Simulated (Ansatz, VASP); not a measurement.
CaScSi3: VASP beside Ansatz

```xyz
5
Lattice="4.9848 0.0000 0.0000 0.0000 4.9848 0.0000 0.0000 0.0000 4.9848" Properties=species:S:1:pos:R:3 pbc="T T T"
Ca    0.0000    0.0000    0.0000
Sc    2.4924    2.4924    2.4924
Si    0.0000    2.4924    2.4924
Si    2.4924    0.0000    2.4924
Si    2.4924    2.4924    0.0000
```

Change from the starting cell: species swapped into the Ca3PbO type (Pm-3m, No. 221).

Alike in both runs: functional PBE; k mesh 4 × 4 × 4; occupations gaussian, width 0.1 eV; no spin polarisation.

Ansatz relaxed the structure, and its values are those at the end. VASP's run is a single point on that final structure, the one shown.

```csv
,VASP,Ansatz
version,VASP 6.6.1,Ansatz 0.2.0
potentials or method,"VASP PAW PBE potentials, release 64 (Ca_sv, Sc_sv, Si)","scalar-relativistic, plane waves, PAW"
plane-wave cutoff (eV),520,420
valence electrons in the cell,33,33
```

```tsv
	VASP	Ansatz	Ansatz less VASP
gap on the k mesh at the Fermi level (eV)	none	none	-
pressure (GPa)	0.2	0.2	-0.05
```

A gap of «none» marks a metal or a gap that the smearing closes.
